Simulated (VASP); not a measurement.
These are vdW-DF2, VASP's PBE PAW potentials (set 64) (plane waves; VASP) values and carry that method's errors.

The input files of a VASP run:

**INCAR**
```
SYSTEM  =  Tl
PREC  =  Accurate; ENCUT  =  520; LREAL  =  .False.
LASPH  =  .True.
EDIFF  =  1E-7; NELM  =  100; ALGO  =  Normal
LMAXMIX  =  4
ISMEAR  =  1; SIGMA  =  0.1
GGA  =  ML; LUSE_VDW  =  .True.; AGGAC  =  0.0
ZAB_VDW  =  -1.8867
IBRION  =  2; NSW  =  30; ISIF  =  4
EDIFFG  =  -0.01
LWAVE  =  .False.; LCHARG  =  .False.
```

File KPOINTS:
```
kpoints
0
Gamma
11 11 7
0 0 0
```

POSCAR:
```
Tl
1
    1.8632060781    -3.2271677241     0.0000000000
    1.8632060781     3.2271677241     0.0000000000
    0.0000000000     0.0000000000     5.6931292262
Tl
2
Direct
  0.3333330000   0.6666670000   0.2500000000
  0.6666670000   0.3333330000   0.7500000000
```

POTCAR, in this order: Tl_d (PBE.64 set). Program: vasp_std.

Unless said otherwise, spin-orbit coupling is left out, though it shifts the bands of the heavy elements here.

### Question
Predict the energy per atom (σ→0), band gap (on the k-mesh).

### Answer

The energy per atom (σ→0) comes out as 0.880 eV/atom. The band gap (on the k-mesh) comes out as none (metal, semimetal or under 0.01 eV).

### OSZICAR
```
...
DAV:   1     0.175562671974E+01   -0.51268E-02   -0.23247E-01  2195   0.372E+00    0.310E-01
DAV:   2     0.175884191113E+01    0.32152E-02   -0.22389E-03  2246   0.501E-01    0.191E-01
DAV:   3     0.176058827872E+01    0.17464E-02   -0.35111E-03  2272   0.576E-01    0.233E-02
DAV:   4     0.176058168987E+01   -0.65888E-05   -0.19658E-04  2214   0.128E-01    0.131E-02
DAV:   5     0.176058019804E+01   -0.14918E-05   -0.33321E-06  2321   0.167E-02    0.268E-03
DAV:   6     0.176058061941E+01    0.42137E-06   -0.82300E-07  2140   0.934E-03    0.517E-04
DAV:   7     0.176058059455E+01   -0.24861E-07   -0.50423E-08  1167   0.234E-03
   3 F= 0.17605806E+01 E0= 0.17604780E+01  d E =-.444537E-03
```

The compound is Tl in the hcp structure. This cell is one point of a volume scan, at 0.94 of the reference volume. Symmetry was kept, so distortions that lower it aren't found.
